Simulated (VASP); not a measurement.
Wanted: the native input for a VASP 6.6.1 run.

| Property | Result |
| --- | --- |
| Task | single point |
| Functional | PBEsol |
| Potentials or basis | VASP PAW PBE potentials, release 64 (Co, C) |
| Cutoff | 450 eV |
| k mesh | 3 × 5 × 5 |
| Occupations | gaussian, width 0.03 eV |
| Spin | collinear spin, ferromagnetic start |
| Starting moments | [3.0, 0.0, 0.0, 0.0, 0.0, 0.0, 0.0, 0.0, 0.0, 0.0, 0.0, 0.0, 0.0, 0.0, 0.0, 0.0, 0.0, 0.0, 0.0, 0.0, 0.0, 0.0, 0.0, 0.0] μB |
| Fixed moment | 3 μB |
| Hubbard terms | Co d U = 4 eV |
| Dq | 0 |
| Further INCAR settings | LREAL = Auto; ALGO = Normal; EDIFF = 1e-05; ISYM = 0 |

The structure of CoC23 (a cell with a defect) lies in POSCAR:

```
CoC23                                   
1.0
    0.0000000000      5.3503200000      5.3503200000
    3.5668800000      0.0000000000      3.5668800000
    3.5668800000      3.5668800000      0.0000000000
  Co              C             
     1    23
Direct
     0.9897790687970984    0.0002262355204338    0.0028283519876540
     0.0023087193077164    0.9994061747096854    0.4951814097216593
     0.0015628339642882    0.4985853608339882    0.9959304025157778
     0.0030470479817568    0.4977302938679114    0.4959215257400086
     0.3327528195532514    0.0023690522984431    0.9992050412575165
     0.3399901679965881    0.9978462624411727    0.4891193875081055
     0.3403998141089334    0.4901344837880138    0.9955328473426540
     0.3336739335996763    0.5001041683297187    0.4971461881509331
     0.6674160025294527    0.9987911097560690    0.9949976593345838
     0.6609801912353788    0.0026178623403863    0.5028833236474953
     0.6597354704697773    0.5081007921861042    0.9989092034044380
     0.6686904815654934    0.4993505180393671    0.4956856024276675
     0.0952037163413296    0.1363753721477655    0.1330809172419172
     0.1000358337664381    0.1328799788531958    0.5796085474547144
     0.1010161958098771    0.5779866891511815    0.1315819162319427
     0.0857941330662599    0.6237989597820983    0.6208508804503973
     0.4270028938523644    0.1166903874563886    0.1144562174018252
     0.4133065935595974    0.1250516983774531    0.6282049070876524
     0.4129343098296634    0.6315537374640354    0.1219388724168902
     0.4193911038249875    0.6226679839557659    0.6201841879619789
     0.7076460350565619    0.1495315726820508    0.1438461047586589
     0.7518735591907760    0.1256047826236182    0.6204752431475383
     0.7513985767339300    0.6246551299728283    0.1220458142295441
     0.7497774978588198    0.6255663934223183    0.6215034485784399
```

The input as run:

INCAR

```
PREC = Accurate
ENCUT = 450
EDIFF = 1E-5
ISMEAR = 0
SIGMA = 0.03
LREAL = Auto
LASPH = True
NELM = 120
ALGO = Normal
ISIF = 2
LWAVE = False
LCHARG = False
ISPIN = 2
MAGMOM = 3 0 0 0 0 0 0 0 0 0 0 0 0 0 0 0 0 0 0 0 0 0 0 0
LORBIT = 11
NUPDOWN = 3
LMAXMIX = 4
LDAU = True
LDAUTYPE = 2
LDAUL = 2 -1
LDAUU = 4 0
LDAUJ = 0 0
LDAUPRINT = 1
GGA = PS
ISYM = 0
KPAR = 4
```

KPOINTS

```
Automatic mesh
0
Gamma
  3 5 5
```

Potentials or basis: VASP PAW PBE potentials, release 64 (Co, C).

The run is started by

```sh
$ cat potpaw_PBE.64/Co/POTCAR potpaw_PBE.64/C/POTCAR > POTCAR
$ mpirun -np 4 vasp_std > vasp.out
```

Results of the run:

```
Largest force                                         : 0.183 eV/Å
Net moment                                            : 3.00 μB per cell
Site moments                                          : Co +2.00; C +0.00, +0.01, +0.02, +0.03, -0.00, +0.06, +0.07, +0.04, +0.18 μB
Valence electrons inside the program's atomic spheres : Co 9.49; C 2.59, 2.57, 2.63, 2.58, 2.61, 2.66, 2.64, 2.65, 2.62, 2.69, 2.56, 2.55
```

Caveat: the PAW data sets were made with another functional, which shifts forces and pressure a little; the total moment is fixed, so each spin has its own Fermi level; the U is typed as a test and isn't derived for this compound.

Run time: 7.3 min on 4 MPI ranks on Intel(R) Xeon(R) Platinum 8488C (Sapphire Rapids) (shared host), peak memory 0.52 GiB a rank.
